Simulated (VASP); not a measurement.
# HfRu3 (Pm-3m) in VASP: reference runs, part 2 of 2

VASP 6.6.1. The steps go on from the part before.

## (3) Single point, PBE (atoms moved at random, drawn with an rms of 0.05 Å)

File INCAR:

```
SYSTEM = HfRu3
PREC = Accurate
ENCUT = 520
EDIFF = 1E-7
ISMEAR = -1
SIGMA = 0.05
LREAL = .FALSE.
LASPH = .TRUE.
NELM = 80
ALGO = Normal
ISIF = 2
LWAVE = .FALSE.
LCHARG = .FALSE.
GGA = PE
NBANDS = 34
```

File KPOINTS:

```
Automatic mesh
0
G
  7 7 7
  0 0 0
```

File POSCAR:

```
HfRu3
1.0
    3.9557730000      0.0000000000      0.0000000000
    0.0000000000      3.9557730000      0.0000000000
    0.0000000000      0.0000000000      3.9557730000
Hf Ru
1 3
Direct
    0.0069800000     -0.0017260000     -0.0059810000
    0.0025470000      0.4986490000      0.5082870000
    0.4964510000      0.0181370000      0.4977760000
    0.5057950000      0.4967450000      0.0056770000
```

Potentials or basis: VASP PAW PBE potentials, release 64 (Hf_pv, Ru_pv).

On the command line:

```bash
$ cat potpaw_PBE.64/Hf_pv/POTCAR potpaw_PBE.64/Ru_pv/POTCAR > POTCAR
$ mpirun -np 1 vasp_std > vasp.out
```

OUTCAR:

```text
SYSTEM = HfRu3
   PREC = Accurate
   ENCUT = 520
   EDIFF = 1E-7
   ISMEAR = -1
   LREAL = .FALSE.
   LASPH = .TRUE.
   NELM = 80
   ISIF = 2
   GGA = PE

 ion  position               nearest neighbor table
   1  0.007  0.998  0.994-   2 2.76   3 2.76   2 2.76   3 2.78   4 2.79   4 2.80   4 2.80   4 2.81
                             3 2.82   2 2.84   3 2.84   2 2.84
   2  0.003  0.499  0.508-   3 2.73   1 2.76   1 2.76   3 2.76   4 2.78   4 2.80   4 2.80   4 2.81
                             3 2.84   1 2.84   1 2.84   3 2.87
   3  0.496  0.018  0.498-   4 2.72   2 2.73   1 2.76   4 2.76   2 2.76   1 2.78   1 2.82   2 2.84
                             4 2.84   1 2.84   2 2.87   4 2.88
   4  0.506  0.497  0.006-   3 2.72   3 2.76   2 2.78   1 2.79   2 2.80   1 2.80   1 2.80   2 2.80
                             1 2.81   2 2.81   3 2.84   3 2.88

  LATTYP: Found a simple cubic cell.
 ALAT       =     3.9557730000

  Lattice vectors:

 A1 = (   3.9557730000,   0.0000000000,   0.0000000000)
 A2 = (   0.0000000000,   3.9557730000,   0.0000000000)
 A3 = (   0.0000000000,   0.0000000000,   3.9557730000)

Analysis of symmetry for initial positions (statically):
=====================================================================
 Subroutine PRICEL returns:
 Original cell was already a primitive cell.

 Routine SETGRP: Setting up the symmetry group for a
 simple cubic supercell.

 Subroutine GETGRP returns: Found  1 space group operations
 (whereof  1 operations were pure point group operations)
 out of a pool of 48 trial point group operations.

The static configuration has the point symmetry C_1 .

Analysis of symmetry for dynamics (positions and initial velocities):
=====================================================================
 Subroutine PRICEL returns:
 Original cell was already a primitive cell.

 Routine SETGRP: Setting up the symmetry group for a
 simple cubic supercell.

 Subroutine GETGRP returns: Found  1 space group operations
 (whereof  1 operations were pure point group operations)
 out of a pool of 48 trial point group operations.

The dynamic configuration has the point symmetry C_1 .

 Subroutine INISYM returns: Found  1 space group operations
 (whereof  1 operations are pure point group operations),
 and found     1 'primitive' translations

----------------------------------------------------------------------------------------

                                     Primitive cell

  volume of cell :      61.9005

  direct lattice vectors                    reciprocal lattice vectors
     3.955773000  0.000000000  0.000000000     0.252795092  0.000000000  0.000000000
     0.000000000  3.955773000  0.000000000     0.000000000  0.252795092  0.000000000
     0.000000000  0.000000000  3.955773000     0.000000000  0.000000000  0.252795092

  length of vectors
     3.955773000  3.955773000  3.955773000     0.252795092  0.252795092  0.252795092

  position of ions in fractional coordinates (direct lattice)
     0.006980000  0.998274000  0.994019000
     0.002547000  0.498649000  0.508287000
     0.496451000  0.018137000  0.497776000
     0.505795000  0.496745000  0.005677000

  ion indices of the primitive-cell ions
   primitive index   ion index
                 1           1
                 2           2
                 3           3
                 4           4
[... 28 lines left out ...]
            Coordinates               Weight
  0.000000  0.000000  0.000000      1.000000
  0.142857  0.000000  0.000000      2.000000
  0.000000  0.142857  0.000000      2.000000
  0.000000  0.000000  0.142857      2.000000
  0.285714  0.000000  0.000000      2.000000
  0.000000  0.285714  0.000000      2.000000
[... 16 lines left out ...]
  0.000000 -0.285714  0.142857      2.000000
 -0.142857  0.000000  0.285714      2.000000
 [... further k-points ...]
   k-points           NKPTS =    172   k-points in BZ     NKDIM =    172   number of bands    NBANDS=     34
   number of dos      NEDOS =    301   number of ions     NIONS =      4
   total plane-waves  NPLWV =  27000
   dimension x,y,z NGX =    30 NGY =   30 NGZ =   30
   dimension x,y,z NGXF=    60 NGYF=   60 NGZF=   60
   ions per type =               1   3
   NGX,Y,Z   is equivalent  to a cutoff of  12.61, 12.61, 12.61 a.u.
   NGXF,Y,Z  is equivalent  to a cutoff of  25.22, 25.22, 25.22 a.u.
 SYSTEM =  HfRu3
   PREC   = accura    normal or accurate (medium, high low for compatibility)
   ISTART =      0    job   : 0-new  1-cont  2-samecut
   ICHARG =      2    charge: 1-file 2-atom 10-const
   ISPIN  =      1    spin polarized calculation?
   LNONCOLLINEAR =      F non collinear calculations
   LSORBIT =      F    spin-orbit coupling
   LASPH  =      T    aspherical Exc in radial PAW
   ENCUT  =  520.0 eV  38.22 Ry    6.18 a.u.   7.36  7.36  7.36*2*pi/ulx,y,z
   NELM   =     80;   NELMIN=  2; NELMDL= -5     # of ELM steps
   EDIFF  = 0.1E-06   stopping-criterion for ELM
   LREAL  =      F    real-space projection
   EDIFFG = 0.1E-05   stopping-criterion for IOM
   NSW    =      0    number of steps for IOM
   IBRION =     -1    ionic relax: 0-MD 1-quasi-New 2-CG
   NFREE  =      0    steps in history (QN), initial steepest desc. (CG)
   ISIF   =      2    stress and relaxation
   ISYM   =      2    0-nonsym 1-usesym 2-fastsym
   POTIM  = 0.5000    time-step for ionic-motion
   TEBEG  =    0.0;   TEEND  =   0.0 temperature during run
   PSTRESS=    0.0 pullay stress
   NELECT =      52.0000    total number of electrons
   NUPDOWN=      -1.0000    fix difference up-down
   EMIN   =  10.00;   EMAX   =-10.00  energy-range for DOS
   EFERMI =   0.00;   METHOD = LEGACY
   ISMEAR =    -1;   SIGMA  =   0.05  broadening in eV -4-tet -1-fermi 0-gaus
   EFERMI_NEDOS =   21; number of points for ismear=-14 and -15
   IALGO  =     38    algorithm
   IMIX   =      4    mixing-type and parameters
     AMIX     =   0.40;   BMIX     =  1.00
     AMIX_MAG =   1.60;   BMIX_MAG =  1.00
  volume/ion in A,a.u.               =      15.48       104.43
  Fermi-wavevector in a.u.,A,eV,Ry     =   1.544702  2.919063 32.464901  2.386103
  Thomas-Fermi vector in A             =   2.650185
   LORBIT       =      0    0 simple, 1 ext, 2 COOP (PROOUT), +10 PAW based schemes
   GGA     = PE    functional components
   LHFCALC =     F    Hartree Fock is set to
   AEXX    =    0.0000 exact exchange contribution
   IVDW    =     0    specifies the selected vdW correction
   LEPSILON=     F    determine dielectric tensor
   LRPA    =     F    only Hartree local field effects (RPA)
 non-spin polarized calculation
  energy-cutoff  :      520.00
  volume of cell :       61.90
 maximum number of plane-waves:      1743
 NGX is ok and might be reduce to    30
   NGX = 15   NGY = 15   NGZ = 15

 number of electron      51.9999998 magnetization

 Free energy of the ion-electron system (eV)
  ---------------------------------------------------
  ext. energy  EPLUGINS =         0.00000000
  ---------------------------------------------------
  free energy    TOTEN  =       -38.40658287 eV

  energy without entropy =      -38.36766463  energy(sigma->0) =      -38.38712375

 E-fermi :   9.6017     XC(G=0): -13.2420

 val. band max:        9.6005313521   @ k =  -0.2857  -0.1429   0.2857
 cond. band min:       9.6027028170   @ k =   0.2857  -0.1429   0.2857
 fundamental gap:      0.0021714649
 Fermi energy:         9.6017232818

 k-point     1 :       0.0000    0.0000    0.0000
  band No.  band energies     occupation
      1     -32.8446      2.00000
      2     -32.8382      2.00000
      3     -32.8344      2.00000
      4     -32.4970      2.00000
      5     -32.4951      2.00000
      6     -32.4892      2.00000
[... 877 lines left out ...]
     33      14.3753      0.00000
     34      15.1531      0.00000

 [... further k-points ...]

------------------------ aborting loop because EDIFF is reached ----------------------------------------

  FORCE on cell =-STRESS in cart. coord.  units (eV):
  Direction    XX          YY          ZZ          XY          YZ          ZX
  --------------------------------------------------------------------------------------
  -------------------------------------------------------------------------------------
  Total       -0.5497421     -0.5601050     -0.5428705     -0.0148912     -0.0641824     -0.0157216
  in kB      -14.2290356    -14.4972596    -14.0511775     -0.3854317     -1.6612391     -0.4069247
  external PRESSURE =     -14.2591575 kB  Pullay stress =       0.0000000 kB

 VOLUME and BASIS-vectors are now :
 -----------------------------------------------------------------------------
  energy-cutoff  :      520.00
  volume of cell :       61.90
      direct lattice vectors                 reciprocal lattice vectors
     3.955773000  0.000000000  0.000000000     0.252795092  0.000000000  0.000000000
     0.000000000  3.955773000  0.000000000     0.000000000  0.252795092  0.000000000
     0.000000000  0.000000000  3.955773000     0.000000000  0.000000000  0.252795092

 POSITION                                       TOTAL-FORCE (eV/Angst)
 -----------------------------------------------------------------------------------
      0.02761      3.94895      3.93211        -0.219979     -0.170335      0.308769
      0.01008      1.97254      2.01067        -0.072075      0.236492     -0.356523
      1.96385      0.07175      1.96909         0.315023     -0.370315      0.031083
      2.00081      1.96501      0.02246        -0.022969      0.304158      0.016672
 -----------------------------------------------------------------------------------
    total drift:                                0.000008     -0.000073     -0.000047

  FREE ENERGIE OF THE ION-ELECTRON SYSTEM (eV)
  ---------------------------------------------------
  free  energy   TOTEN  =       -38.4065828664 eV

  energy  without entropy=      -38.3676646264  energy(sigma->0) =      -38.38712375
```

OSZICAR:

```text
N       E                     dE             d eps       ncg     rms          rms(c)
DAV:   1     0.536685887586E+03    0.53669E+03   -0.31024E+04 11744   0.163E+03
DAV:   2    -0.224578609065E+02   -0.55914E+03   -0.54532E+03 12652   0.494E+02
DAV:   3    -0.401473981396E+02   -0.17690E+02   -0.17104E+02 13004   0.870E+01
DAV:   4    -0.404522199696E+02   -0.30482E+00   -0.30332E+00 13242   0.102E+01
DAV:   5    -0.404588643590E+02   -0.66444E-02   -0.66429E-02 13856   0.142E+00    0.671E+01
DAV:   6    -0.388807689701E+02    0.15781E+01   -0.84784E+00 12292   0.187E+01    0.289E+01
DAV:   7    -0.387467311103E+02    0.13404E+00   -0.43791E+00 12900   0.962E+00    0.213E+01
DAV:   8    -0.384685191649E+02    0.27821E+00   -0.20652E+00 12868   0.958E+00    0.445E+00
DAV:   9    -0.384401226540E+02    0.28397E-01   -0.54415E-01 12396   0.606E+00    0.223E+00
DAV:  10    -0.384071374198E+02    0.32985E-01   -0.11646E-01 12154   0.298E+00    0.112E+00
DAV:  11    -0.384072669263E+02   -0.12951E-03   -0.82982E-03 13096   0.808E-01    0.364E-01
DAV:  12    -0.384066012466E+02    0.66568E-03   -0.24929E-03 12996   0.503E-01    0.140E-01
DAV:  13    -0.384065851392E+02    0.16107E-04   -0.17642E-04 12610   0.975E-02    0.457E-02
DAV:  14    -0.384065831597E+02    0.19795E-05   -0.20229E-05 13416   0.336E-02    0.997E-03
DAV:  15    -0.384065829069E+02    0.25277E-06   -0.17350E-06 13876   0.744E-03    0.369E-03
DAV:  16    -0.384065828664E+02    0.40552E-07   -0.19238E-07  8584   0.284E-03
   1 F= -.38406583E+02 E0= -.38387124E+02  d E =-.389182E-01
```

stdout:

```text
POSCAR found type information on POSCAR HfRu
 POSCAR found :  2 types and       4 ions
 scaLAPACK will be used
 LDA part: xc-table for (Slater+PW92), standard interpolation
 POSCAR, INCAR and KPOINTS ok, starting setup
 FFT: planning ... GRIDC
 FFT: planning ... GRID_SOFT
 FFT: planning ... GRID
 WAVECAR not read
 entering main loop
```

Wall time 4.3 min (1 thread of Intel Xeon Platinum 8488C (Sapphire Rapids), shared host); peak memory 0.4 GiB.

Results:

```
Free energy            : -38.4066 eV
Pressure               : -1.4 GPa
Largest force          : 0.487 eV/Å
Band gap on the k mesh : none (metal or under the smearing width)
```

Forces in eV/Å, atoms in the order of the input:
```
Hf  -0.220 -0.170  0.309
Ru  -0.072  0.236 -0.357
Ru   0.315 -0.370  0.031
Ru  -0.023  0.304  0.017
```
